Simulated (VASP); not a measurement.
Given:

```
Ti
1.0
    1.45063    -2.51256     0.00000
    1.45063     2.51256     0.00000
    0.00000     0.00000     4.60002
Ti
2
Direct
  0.33333   0.66667   0.25000
  0.66667   0.33333   0.75000
```

Method: PW91 GGA, VASP's PBE PAW potentials (set 64) (plane waves; VASP 6.6.1). Numerical set-up: 520 eV cut-off, 14×14×8 Γ-centred mesh, first-order Methfessel-Paxton smearing of 0.10 eV, potentials Ti_sv.

Task: Give the stress tensor in GPa (positive for a compressed cell).

Result: 
```
3.61  0.00  0.00
0.00  3.61  0.00
0.00  0.00  3.51
```
The pressure is its mean diagonal, 3.58 GPa.

The compound is Ti in the hcp structure. This cell is one point of a volume scan, at 0.97 of the reference volume.
